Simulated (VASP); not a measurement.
Calculation: r2SCAN meta-GGA, VASP's PBE PAW potentials (set 64) (plane waves; VASP 6.6.1).

A VASP calculation is set up with these files.

### POSCAR
```
PbSe
1
    2.1827676224     1.2602213025     3.5693461270
   -2.1827676224     1.2602213025     3.5693461270
    0.0000000000    -2.5204435791     3.5693461151
Pb Se
1 1
Direct
  0.7516851235   0.7516851235   0.7516851235
  0.2483148765   0.2483148765   0.2483148765
```

File KPOINTS_OPT:
```
k-points along high-symmetry lines
8
Line-mode
Reciprocal
  0.000000   0.000000   0.000000 ! GAMMA
 -0.500000  -0.500000  -0.500000 ! T

 -0.500000  -0.500000  -0.500000 ! T
 -0.500000  -0.242531  -0.757469 ! H_2

 -0.242531   0.242531  -0.500000 ! H_0
  0.000000   0.000000  -0.500000 ! L

  0.000000   0.000000  -0.500000 ! L
  0.000000   0.000000   0.000000 ! GAMMA

  0.000000   0.000000   0.000000 ! GAMMA
  0.000000   0.371265  -0.371265 ! S_0

 -0.371265   0.000000  -0.628735 ! S_2
 -0.500000   0.000000  -0.500000 ! F

 -0.500000   0.000000  -0.500000 ! F
  0.000000   0.000000   0.000000 ! GAMMA
```

INCAR:
```
LMIXTAU = T
LWAVE = F
METAGGA = R2SCAN
LCHARG = F
LMAXMIX = 4
ISIF = 2
SYSTEM = PbSe
NELM = 100
LASPH = T
PREC = Accurate
NEDOS = 601   # DOS grid
ALGO = Normal
LORBIT = 11
EDIFF = 1E-7
ISMEAR = -5   # tetrahedra, Bloechl
LREAL = F
ENCUT = 400   # plane-wave cut-off (eV)
```

**KPOINTS**
```
Automatic mesh
0
Gamma
8 8 8
0 0 0
```

POTCAR, in this order: Pb_d Se (PBE.64 set). Program: vasp_std.

The resulting files:

OSZICAR:
```
       N       E                     dE             d eps       ncg     rms          rms(c)
DAV:   1     0.875690930198E+02    0.87569E+02   -0.88930E+03  1820   0.126E+03
DAV:   2    -0.639888875035E+02   -0.15156E+03   -0.14855E+03  1922   0.331E+02
DAV:   3    -0.764258411860E+02   -0.12437E+02   -0.12379E+02  2396   0.102E+02
DAV:   4    -0.766844550594E+02   -0.25861E+00   -0.25854E+00  1952   0.183E+01
DAV:   5    -0.766928749572E+02   -0.84199E-02   -0.84198E-02  2504   0.321E+00    0.295E+00
DAV:   6    -0.717172618203E+02    0.49756E+01   -0.26117E+00  2186   0.311E+01    0.223E+00
DAV:   7    -0.718263067085E+02   -0.10904E+00   -0.82884E-01  1820   0.111E+01    0.123E+00
DAV:   8    -0.718750209487E+02   -0.48714E-01   -0.79679E-01  1832   0.609E+00    0.619E-01
DAV:   9    -0.719131545088E+02   -0.38134E-01   -0.10121E-01  1844   0.253E+00    0.425E-01
DAV:  10    -0.719015762665E+02    0.11578E-01   -0.46071E-02  1960   0.174E+00    0.111E-01
DAV:  11    -0.719313920808E+02   -0.29816E-01   -0.68143E-02  1826   0.230E+00    0.986E-02
DAV:  12    -0.719342597271E+02   -0.28676E-02   -0.13852E-03  2102   0.341E-01    0.695E-02
DAV:  13    -0.719344222994E+02   -0.16257E-03   -0.48020E-04  2168   0.254E-01    0.314E-02
DAV:  14    -0.719377226572E+02   -0.33004E-02   -0.33833E-03  1856   0.541E-01    0.163E-02
DAV:  15    -0.719377124387E+02    0.10219E-04   -0.53424E-05  2204   0.839E-02    0.118E-02
DAV:  16    -0.719377414395E+02   -0.29001E-04   -0.44728E-05  1868   0.950E-02    0.898E-03
DAV:  17    -0.719377399633E+02    0.14761E-05   -0.98869E-06  2362   0.263E-02    0.174E-03
DAV:  18    -0.719377407972E+02   -0.83385E-06   -0.30833E-06  1868   0.163E-02    0.149E-03
DAV:  19    -0.719377406797E+02    0.11749E-06   -0.21134E-07  1486   0.744E-03    0.923E-04
DAV:  20    -0.719377410333E+02   -0.35358E-06   -0.27720E-07  1554   0.493E-03    0.234E-04
DAV:  21    -0.719377410409E+02   -0.75972E-08   -0.86065E-08  1126   0.290E-03
   1 F= -.71937741E+02 E0= -.71937741E+02  d E =0.000000E+00
       N       E                     dE             ncg
```

OUTCAR:
```
------------------------ aborting loop because EDIFF is reached ----------------------------------------
  FORCE on cell =-STRESS in cart. coord.  units (eV):
  Direction    XX          YY          ZZ          XY          YZ          ZX
  --------------------------------------------------------------------------------------
  Total        0.0095372      0.0095372     -0.0028928      0.0000000      0.0000000      0.0000000
  in kB        0.2593814      0.2593814     -0.0786740      0.0000000      0.0000000      0.0000000
  external PRESSURE =       0.1466963 kB  Pullay stress =       0.0000000 kB
  volume of cell :       58.91
      direct lattice vectors                 reciprocal lattice vectors
     2.182767622  1.260221302  3.569346127     0.229066986  0.132251870  0.093387798
    -2.182767622  1.260221302  3.569346127    -0.229066986  0.132251870  0.093387798
     0.000000000 -2.520443579  3.569346115     0.000000000 -0.264503740  0.093387762
  FREE ENERGIE OF THE ION-ELECTRON SYSTEM (eV)
  ---------------------------------------------------
  free  energy   TOTEN  =       -71.9377410409 eV

  energy  without entropy=      -71.9377410409  energy(sigma->0) =      -71.93774104

 total charge

# of ion       s       p       d       tot
------------------------------------------
    1        1.476   0.501   9.833  11.810
    2        1.460   2.386   0.016   3.862
--------------------------------------------------
tot          2.936   2.888   9.848  15.672
```
(Selected blocks of OUTCAR.)

The structure was generated: PbSe was put into the alpha-GeTe type (R3m), which need not be its known phase. It was relaxed first.
